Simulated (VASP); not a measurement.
A convergence study with VASP on Pt (fcc): a few settings are varied, all else stays as given below, so the limit is that of these other settings.

```yaml
crystal:
  lattice:
    - [0.00000, 1.96000, 1.96000]
    - [1.96000, 0.00000, 1.96000]
    - [1.96000, 1.96000, 0.00000]
  atoms:
    - { symbol: Pt, position: [0.00000, 0.00000, 0.00000] }
```

These are LDA (Ceperley-Alder, Perdew-Zunger), VASP's LDA PAW potentials (set 64) (plane waves; VASP 6.6.1) values and carry that method's errors. The last row used: 550 eV cut-off, 24×24×24 Γ-centred mesh, second-order Methfessel-Paxton smearing of 0.40 eV, potentials Pt.

```csv
setting,E (eV/atom),pressure (GPa),irreducible k-points
"ISMEAR = -1, SIGMA = 0.01, 9×9×9 mesh",-7.5318,-5.65,35
"ISMEAR = -1, SIGMA = 0.1, 9×9×9 mesh",-7.5313,-5.14,35
"ISMEAR = 0, SIGMA = 0.01, 9×9×9 mesh",-7.5317,-5.65,35
"ISMEAR = 0, SIGMA = 0.1, 9×9×9 mesh",-7.5315,-5.58,35
"ISMEAR = 1, SIGMA = 0.01, 9×9×9 mesh",-7.5316,-5.65,35
"ISMEAR = 1, SIGMA = 0.2, 9×9×9 mesh",-7.5308,-5.65,35
"ISMEAR = 2, SIGMA = 0.05, 9×9×9 mesh",-7.5318,-5.65,35
"ISMEAR = 2, SIGMA = 0.2, 9×9×9 mesh",-7.5314,-5.70,35
"ISMEAR = -1, SIGMA = 0.01, 18×18×18 mesh",-7.4974,-5.25,195
"ISMEAR = -1, SIGMA = 0.2, 18×18×18 mesh",-7.5143,-3.88,195
"ISMEAR = 0, SIGMA = 0.01, 18×18×18 mesh",-7.4974,-5.25,195
"ISMEAR = 0, SIGMA = 0.2, 18×18×18 mesh",-7.4990,-4.92,195
"ISMEAR = 1, SIGMA = 0.01, 18×18×18 mesh",-7.4974,-5.25,195
"ISMEAR = 1, SIGMA = 0.4, 18×18×18 mesh",?,?,195
"ISMEAR = 2, SIGMA = 0.05, 18×18×18 mesh",-7.4974,-5.26,195
"ISMEAR = 2, SIGMA = 0.4, 18×18×18 mesh",-7.4986,-5.14,195
"ISMEAR = -1, SIGMA = 0.05, 24×24×24 mesh",-7.5007,-5.11,413
"ISMEAR = -1, SIGMA = 0.2, 24×24×24 mesh",-7.5156,-3.90,413
"ISMEAR = 0, SIGMA = 0.05, 24×24×24 mesh",-7.4997,-5.22,413
"ISMEAR = 0, SIGMA = 0.2, 24×24×24 mesh",-7.5021,-4.93,413
"ISMEAR = 1, SIGMA = 0.05, 24×24×24 mesh",?,-5.25,413
"ISMEAR = 1, SIGMA = 0.4, 24×24×24 mesh",-7.5025,-5.04,413
"ISMEAR = 2, SIGMA = 0.1, 24×24×24 mesh",-7.4998,-5.24,413
"ISMEAR = 2, SIGMA = 0.4, 24×24×24 mesh",-7.5021,-5.16,413
```

### Question
Fill in the missing entries.

### Answer

- ISMEAR = 1, SIGMA = 0.05, 24×24×24 mesh, E (eV/atom): -7.4996
- ISMEAR = 1, SIGMA = 0.4, 18×18×18 mesh, E (eV/atom): -7.4993
- ISMEAR = 1, SIGMA = 0.4, 18×18×18 mesh, pressure (GPa): -5.00

Left out are rungs that failed or repeat a setting and relaxations that didn't move; long series are thinned to 24 rows.

The compound is Pt in the fcc structure. The cell was not relaxed at this level.
